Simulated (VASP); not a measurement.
# Al3BiO3 (P1) in VASP: relaxation of cell and atoms with PBE

Aim: the relaxation of cell and atoms of Al3BiO3 with PBE.

Everything below comes from runs of VASP 6.6.1. Logs are shortened: lines on timing, memory, paths and dates and some standing lists are left out, and cuts for length are marked.

**1. Starting point**

The typed cell holds 14 atoms: a = 4.868 Å, b = 4.853 Å, c = 9.514 Å, α = 102.35°, β = 99.15°, γ = 102.77°.

The cell was built by a generator and needn't be a form met in nature.

**2. Relaxation of cell and atoms, PBE**

INCAR reads:

```
ALGO = Fast ; EDIFF = 1E-5
EDIFFG = -0.03 ; ENCUT = 520
GGA = PE ; IBRION = 2
ISIF = 3 ; ISMEAR = 0
ISYM = 0 ; KPAR = 2
LASPH = T ; LCHARG = F
LREAL = Auto ; LWAVE = F
NELM = 80 ; NSW = 110
PREC = Normal ; SIGMA = 0.05
```

KPOINTS reads:

```
k-points
0
Gamma
  4 4 2
```

POSCAR reads:

```
Al3BiO3
1.0
    3.8019950500      2.0766425300      2.2202664700
   -3.7918985900      2.1677909000      2.1141831500
    0.1679700700     -8.4746819300      4.3205980000
Al Bi O
6 2 6
Direct
    0.4512168600      0.0260955600      0.2307245100
    0.4610673600      0.9968233300      0.7221883300
    0.0080248200      0.4522110700      0.2288762700
    0.0248716800      0.4635147100      0.7299857700
    0.4596511500      0.4364754200      0.0115534600
    0.4665218500      0.4689427400      0.5158726500
    0.8586128700      0.8728590700      0.4349041700
    0.8950858800      0.9032358700      0.9374097700
    0.2672141300      0.2610677300      0.3270411600
    0.2600179400      0.2443736200      0.8169045500
    0.2699087500      0.6625917900      0.1430282100
    0.2684957500      0.6526131800      0.6381999100
    0.6494592000      0.2852047100      0.1388961300
    0.6622696700      0.2722963500      0.6394634700
```

Potentials or basis: VASP PAW PBE potentials, release 64 (Al, Bi_d, O).

On the command line:

```
cat potpaw_PBE.64/Al/POTCAR potpaw_PBE.64/Bi_d/POTCAR potpaw_PBE.64/O/POTCAR > POTCAR
mpirun -np 2 vasp_std > vasp.out
```

OUTCAR:

```text
EDIFF = 1E-5
   EDIFFG = -0.03
   ENCUT = 520
   GGA = PE
   IBRION = 2
   ISIF = 3
   ISMEAR = 0
   ISYM = 0
   LASPH = T
   LREAL = Auto
   NELM = 80
   NSW = 110
   PREC = Normal

 ion  position               nearest neighbor table
   1  0.451  0.026  0.231-  11 1.74   9 1.79  13 1.86   7 2.88   3 3.03   6 3.06   3 3.12   5 3.17
                             5 3.18   3 3.30   8 3.41
   2  0.461  0.997  0.722-  12 1.68  14 1.87  10 1.88   8 2.88   6 2.88   4 2.99   5 3.10   4 3.13
                             6 3.32   7 3.52   7 3.62
   3  0.008  0.452  0.229-  13 1.74  11 1.86   9 1.96   7 2.82   1 3.03   5 3.08   1 3.12   6 3.21
                             5 3.25   8 3.29   1 3.30
   4  0.025  0.464  0.730-  14 1.78  12 1.79  10 1.93   8 2.84   2 2.99   2 3.13   6 3.14   5 3.18
                             6 3.19   7 3.40
   5  0.460  0.436  0.012-  13 1.78  10 1.88  11 1.96   8 3.03   3 3.08   2 3.10   1 3.17   1 3.18
                             4 3.18   8 3.19   3 3.25
   6  0.467  0.469  0.516-  12 1.84   9 1.85  14 1.93   7 2.75   2 2.88   1 3.06   4 3.14   4 3.19
                             3 3.21   2 3.32   7 3.50
   7  0.859  0.873  0.435-   6 2.75   3 2.82  14 2.87   1 2.88   9 2.89   4 3.40   6 3.50   2 3.52
                             2 3.62
   8  0.895  0.903  0.937-  10 2.71   4 2.84   2 2.88   5 3.03   5 3.19   3 3.29   1 3.41
   9  0.267  0.261  0.327-   1 1.79   6 1.85   3 1.96   7 2.89
  10  0.260  0.244  0.817-   5 1.88   2 1.88   4 1.93   8 2.71
  11  0.270  0.663  0.143-   1 1.74   3 1.86   5 1.96
  12  0.268  0.653  0.638-   2 1.68   4 1.79   6 1.84
  13  0.649  0.285  0.139-   3 1.74   5 1.78   1 1.86
  14  0.662  0.272  0.639-   4 1.78   2 1.87   6 1.93   7 2.87

IMPORTANT INFORMATION: All symmetrisations will be switched off!
NOSYMM: (Re-)initialisation of all symmetry stuff for point group C_1.

----------------------------------------------------------------------------------------

                                     Primitive cell

  volume of cell :     209.0303

  direct lattice vectors                    reciprocal lattice vectors
     3.801995050  2.076642530  2.220266470     0.130522631  0.080076382  0.151992379
    -3.791898590  2.167790900  2.114183150    -0.132939539  0.076802047  0.155812410
     0.167970070 -8.474681930  4.320598000    -0.002022055 -0.078730884  0.077100541

  length of vectors
     4.867976351  4.852585156  9.513990479     0.215754646  0.218744103  0.110214038

  position of ions in fractional coordinates (direct lattice)
     0.451216860  0.026095560  0.230724510
     0.461067360  0.996823330  0.722188330
     0.008024820  0.452211070  0.228876270
     0.024871680  0.463514710  0.729985770
     0.459651150  0.436475420  0.011553460
     0.466521850  0.468942740  0.515872650
     0.858612870  0.872859070  0.434904170
     0.895085880  0.903235870  0.937409770
     0.267214130  0.261067730  0.327041160
     0.260017940  0.244373620  0.816904550
     0.269908750  0.662591790  0.143028210
     0.268495750  0.652613180  0.638199910
     0.649459200  0.285204710  0.138896130
     0.662269670  0.272296350  0.639463470

  ion indices of the primitive-cell ions
   primitive index   ion index
                 1           1
                 2           2
                 3           3
                 4           4
                 5           5
                 6           6
                 7           7
                 8           8
                 9           9
                10          10
                11          11
                12          12
                13          13
                14          14

----------------------------------------------------------------------------------------

 KPOINTS: k-points

Automatic generation of k-mesh.
 Grid dimensions read from file:
 generate k-points for:    4    4    2

 Generating k-lattice:

  Cartesian coordinates                     Fractional coordinates (reciprocal lattice)
     0.032630658  0.020019095  0.037998095     0.250000000 -0.000000000  0.000000000
    -0.033234885  0.019200512  0.038953102     0.000000000  0.250000000 -0.000000000
    -0.001011028 -0.039365442  0.038550271    -0.000000000 -0.000000000  0.500000000

  Length of vectors
     0.053938662  0.054686026  0.055107019

  Shift w.r.t. Gamma in fractional coordinates (k-lattice)
     0.000000000  0.000000000  0.000000000

 Subroutine IBZKPT returns following result:
 ===========================================

 Found     20 irreducible k-points:

 Following reciprocal coordinates:
            Coordinates               Weight
  0.000000  0.000000  0.000000      1.000000
  0.250000  0.000000 -0.000000      2.000000
  0.500000  0.000000 -0.000000      1.000000
  0.000000  0.250000 -0.000000      2.000000
  0.250000  0.250000 -0.000000      2.000000
  0.500000  0.250000 -0.000000      2.000000
[... 12 lines left out ...]
  0.250000  0.500000  0.500000      2.000000
  0.500000  0.500000  0.500000      1.000000
   k-points           NKPTS =     20   k-points in BZ     NKDIM =     20   number of bands    NBANDS=     50
   number of dos      NEDOS =    301   number of ions     NIONS =     14
   total plane-waves  NPLWV =  42336
   dimension x,y,z NGX =    28 NGY =   28 NGZ =   54
   dimension x,y,z NGXF=    56 NGYF=   56 NGZF=  108
   ions per type =               6   2   6
   NGX,Y,Z   is equivalent  to a cutoff of   9.56,  9.59,  9.44 a.u.
   NGXF,Y,Z  is equivalent  to a cutoff of  19.12, 19.19, 18.87 a.u.
 SYSTEM =  unknown system
   PREC   = normal    normal or accurate (medium, high low for compatibility)
   ISTART =      0    job   : 0-new  1-cont  2-samecut
   ICHARG =      2    charge: 1-file 2-atom 10-const
   ISPIN  =      1    spin polarized calculation?
   LNONCOLLINEAR =      F non collinear calculations
   LSORBIT =      F    spin-orbit coupling
   LASPH  =      T    aspherical Exc in radial PAW
   ENCUT  =  520.0 eV  38.22 Ry    6.18 a.u.   9.05  9.02 17.69*2*pi/ulx,y,z
   NELM   =     80;   NELMIN=  2; NELMDL= -5     # of ELM steps
   EDIFF  = 0.1E-04   stopping-criterion for ELM
   LREAL  =      T    real-space projection
   EDIFFG = -.3E-01   stopping-criterion for IOM
   NSW    =    110    number of steps for IOM
   IBRION =      2    ionic relax: 0-MD 1-quasi-New 2-CG
   NFREE  =      1    steps in history (QN), initial steepest desc. (CG)
   ISIF   =      3    stress and relaxation
   ISYM   =      0    0-nonsym 1-usesym 2-fastsym
   POTIM  = 0.5000    time-step for ionic-motion
   TEBEG  =    0.0;   TEEND  =   0.0 temperature during run
   PSTRESS=    0.0 pullay stress
   NELECT =      84.0000    total number of electrons
   NUPDOWN=      -1.0000    fix difference up-down
   EMIN   =  10.00;   EMAX   =-10.00  energy-range for DOS
   EFERMI =   0.00;   METHOD = LEGACY
   ISMEAR =     0;   SIGMA  =   0.05  broadening in eV -4-tet -1-fermi 0-gaus
   EFERMI_NEDOS =   21; number of points for ismear=-14 and -15
   IALGO  =     68    algorithm
   IMIX   =      4    mixing-type and parameters
     AMIX     =   0.40;   BMIX     =  1.00
     AMIX_MAG =   1.60;   BMIX_MAG =  1.00
  volume/ion in A,a.u.               =      14.93       100.76
  Fermi-wavevector in a.u.,A,eV,Ry     =   1.208087  2.282953 19.857350  1.459474
  Thomas-Fermi vector in A             =   2.343705
   LORBIT       =      0    0 simple, 1 ext, 2 COOP (PROOUT), +10 PAW based schemes
   GGA     = PE    functional components
   LHFCALC =     F    Hartree Fock is set to
   AEXX    =    0.0000 exact exchange contribution
   IVDW    =     0    specifies the selected vdW correction
   LEPSILON=     F    determine dielectric tensor
   LRPA    =     F    only Hartree local field effects (RPA)
 conjugate gradient relaxation of ions
 non-spin polarized calculation
 RMM-DIIS sequential band-by-band and
 Gauss-broadening in eV      SIGMA  =   0.05
  energy-cutoff  :      520.00
  volume of cell :      209.03
 maximum number of plane-waves:      5658
   NGX = 19   NGY = 19   NGZ = 35

--------------------------------------- Ionic step        1  -------------------------------------------

 number of electron      83.9999988 magnetization

 Free energy of the ion-electron system (eV)
  ---------------------------------------------------
  ext. energy  EPLUGINS =         0.00000000
  ---------------------------------------------------
  free energy    TOTEN  =       -85.06041550 eV

  energy without entropy =      -85.06040273  energy(sigma->0) =      -85.06040911

------------------------ aborting loop because EDIFF is reached ----------------------------------------

  FORCE on cell =-STRESS in cart. coord.  units (eV):
  Direction    XX          YY          ZZ          XY          YZ          ZX
  --------------------------------------------------------------------------------------
  -------------------------------------------------------------------------------------
  Total       -2.8676294      4.3433257      9.1625571      2.6476405      2.8318879     -2.7960602
  in kB      -21.9798331     33.2907643     70.2292554     20.2936602     21.7058812    -21.4312688
  external PRESSURE =      27.1800622 kB  Pullay stress =       0.0000000 kB
[... 125 lines left out ...]
  FREE ENERGIE OF THE ION-ELECTRON SYSTEM (eV)
  ---------------------------------------------------
  free  energy   TOTEN  =       -85.8533841718 eV

  energy  without entropy=      -85.8533841680  energy(sigma->0) =      -85.85338417

[... ionic steps 4 to 16 ...]

--------------------------------------- Ionic step       17  -------------------------------------------

 number of electron      83.9999857 magnetization

------------------------ aborting loop because EDIFF is reached ----------------------------------------

  FORCE on cell =-STRESS in cart. coord.  units (eV):
  Direction    XX          YY          ZZ          XY          YZ          ZX
  --------------------------------------------------------------------------------------
  -------------------------------------------------------------------------------------
  Total       -0.0586802     -0.0971610     -0.0182387      0.0313213     -0.0504739      0.0104334
  in kB       -0.4447980     -0.7364848     -0.1382502      0.2374171     -0.3825944      0.0790859
  external PRESSURE =      -0.4398443 kB  Pullay stress =       0.0000000 kB
[... 81 lines left out ...]
  energy  without entropy=      -86.1361349038  energy(sigma->0) =      -86.13613490

--------------------------------------- Ionic step       19  -------------------------------------------

 number of electron      83.9999856 magnetization

 Free energy of the ion-electron system (eV)
  ---------------------------------------------------
  ext. energy  EPLUGINS =         0.00000000
  ---------------------------------------------------
  free energy    TOTEN  =       -86.13642088 eV

  energy without entropy =      -86.13642088  energy(sigma->0) =      -86.13642088

 E-fermi :   6.5318     XC(G=0): -10.1136

 val. band max:        6.2910785804   @ k =  -0.2500   0.2500   0.0000
 cond. band min:       6.9751065952   @ k =   0.0000   0.0000   0.0000
 fundamental gap:      0.6840280148
 Fermi energy:         6.5317809098

 k-point     1 :       0.0000    0.0000    0.0000
  band No.  band energies     occupation
      1     -14.8996      2.00000
      2     -14.8982      2.00000
      3     -14.8944      2.00000
      4     -14.8937      2.00000
      5     -14.8588      2.00000
      6     -14.8585      2.00000
[... 1090 lines left out ...]
  FREE ENERGIE OF THE ION-ELECTRON SYSTEM (eV)
  ---------------------------------------------------
  free  energy   TOTEN  =       -86.1364208833 eV

  energy  without entropy=      -86.1364208833  energy(sigma->0) =      -86.13642088

 reached required accuracy - stopping structural energy minimisation
```

Run time: 25 min. Hardware: 2 MPI ranks of AMD EPYC 7R43 (Zen 3), shared host; peak memory 0.26 GiB.

Results:

| Quantity | Value |
| --- | --- |
| Free energy | -86.1364 eV |
| Relaxed volume | 15.08 Å³/atom |
| Relaxed cell | a = 4.829 Å, b = 4.831 Å, c = 9.654 Å, α = 100.88°, β = 100.86°, γ = 100.91° |
| Space group after relaxing (to 0.05 Å) | R3m (No. 160) |
| Energy gained by relaxing | 76.9 meV/atom |
| Ionic steps | 19 |
| Pressure after relaxing | 0.0 GPa |
| Largest force after relaxing | 0.025 eV/Å |
| Band gap on the k mesh | 0.68 eV, indirect (least direct gap 0.77 eV) |

Forces on the atoms (eV/Å):
```
Al   0.001 -0.008  0.015
Al   0.006  0.010 -0.008
Al   0.007  0.012  0.002
Al   0.008 -0.013 -0.002
Al   0.003 -0.006  0.004
Al   0.002 -0.008  0.000
Bi  -0.008  0.007  0.001
Bi  -0.006  0.006  0.002
O    0.020 -0.012 -0.010
O   -0.010 -0.007 -0.006
O    0.008  0.014 -0.003
O   -0.010 -0.003 -0.010
O   -0.009  0.012  0.010
O   -0.011 -0.003  0.004
```

The path:
```tsv
step	energy change (eV)	largest force (eV/Å)	pressure (GPa)	volume (Å³)
1	0.0000	3.9302	2.72	209.03
2	-0.6411	1.6445	-1.83	216.64
3	-0.7930	1.2680	-1.17	213.89
4	-0.9922	0.6514	-0.14	211.50
5	-1.0018	0.5463	0.22	210.88
6	-1.0524	0.3602	0.12	210.93
7	-1.0525	0.3653	0.12	210.93
8	-1.0667	0.1420	-0.02	211.27
9	-1.0672	0.1520	-0.02	211.35
10	-1.0716	0.0828	-0.04	211.38
11	-1.0722	0.0725	-0.07	211.40
12	-1.0741	0.0496	0.04	211.19
13	-1.0741	0.0537	0.06	211.18
14	-1.0750	0.0386	0.01	211.30
15	-1.0752	0.0450	-0.04	211.40
16	-1.0757	0.0367	-0.05	211.36
17	-1.0757	0.0394	-0.04	211.37
18	-1.0757	0.0350	-0.05	211.37
19	-1.0760	0.0253	0.01	211.18
```

Final structure:
```
Al Bi O
1.0
     3.72362    2.14838    2.19910
    -3.72498    2.14940    2.19972
     0.00143   -8.59328    4.39836
Al Bi O
6 2 6
Direct
  0.46186 0.02233 0.23231
  0.46404 0.02349 0.73280
  0.02214 0.46246 0.23269
  0.02381 0.46352 0.73247
  0.46235 0.46223 0.01252
  0.46381 0.46316 0.51245
  0.86959 0.86965 0.43572
  0.86972 0.86901 0.93610
  0.26794 0.26839 0.32405
  0.26828 0.26783 0.82383
  0.26738 0.64500 0.13512
  0.26952 0.64633 0.63521
  0.64521 0.26685 0.13481
  0.64676 0.26804 0.63496
```

Caveat: spin-orbit coupling is left out, which as a rule narrows the gap of such compounds by several tenths of an eV.
